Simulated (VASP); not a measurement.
Sr6Li:

```
Li Sr
1.0
     5.63832    0.00000    0.00000
     0.00000    5.63832    0.00000
     0.00000    0.00000    5.63832
Li Sr
1 6
Direct
  0.00000 0.00000 0.00000
  0.80012 0.50000 0.50000
  0.19988 0.50000 0.50000
  0.50000 0.50000 0.80012
  0.50000 0.50000 0.19988
  0.50000 0.19988 0.50000
  0.50000 0.80012 0.50000
```

The cell was built by a generator and needn't be a form met in nature.

The cell isn't the ideal one: species swapped into the LaB6 type (Pm-3m, No. 221).

```yaml
Program: VASP 6.6.1
Task: relaxation of cell and atoms
Functional: PBE
Potentials_or_basis: VASP PAW PBE potentials, release 64 (Li_sv, Sr_sv)
Cutoff: 600 eV
k_mesh: 4 × 4 × 4
Occupations: gaussian, width 0.1 eV
Spin: no spin polarisation
```

At the start: pressure 55.1 GPa; volume 25.61 Å³/atom.

Question: Where does the relaxation end?

Answer: Over 12 steps the energy falls by 3925.1 meV/atom and the volume is 120.03 Å³/atom (+368.8 %); space group Pm-3m (No. 221, to 0.05 Å).

The path:
| step | energy change (eV) | largest force (eV/Å) | pressure (GPa) | volume (Å³) |
| --- | --- | --- | --- | --- |
| 1 | 0.0000 | 4.8157 | 55.11 | 179.25 |
| 2 | -22.5982 | 4.1277 | 2.37 | 518.56 |
| 3 | -22.6253 | 4.1766 | 1.98 | 541.87 |
| 4 | -22.5420 | 4.2360 | 1.39 | 590.54 |
| 5 | -26.3148 | 1.5818 | 0.38 | 708.48 |
| 6 | -27.2083 | 0.7146 | 0.09 | 783.16 |
| 7 | -27.2687 | 0.3363 | -0.25 | 947.91 |
| 8 | -27.4595 | 0.0214 | -0.12 | 876.12 |
| 9 | -27.4669 | 0.0800 | -0.09 | 858.78 |
| 10 | -27.4664 | 0.0433 | -0.10 | 864.84 |
| 11 | -27.4728 | 0.0149 | -0.06 | 852.95 |
| 12 | -27.4755 | 0.0179 | -0.01 | 840.24 |

Final structure:
```
Li Sr
1.0
     9.43629    0.00000    0.00000
     0.00000    9.43629    0.00000
     0.00000    0.00000    9.43629
Li Sr
1 6
Direct
  0.00000 0.00000 0.00000
  0.79557 0.50000 0.50000
  0.20443 0.50000 0.50000
  0.50000 0.50000 0.79557
  0.50000 0.50000 0.20443
  0.50000 0.20443 0.50000
  0.50000 0.79557 0.50000
```

Caveat: the cutoff is under 1.25 times the usual one of these potentials, so pressure, stress and relaxed cells hold a basis-set (Pulay) error; the volume moved by over 15 % at a fixed basis, so the end points are rough.
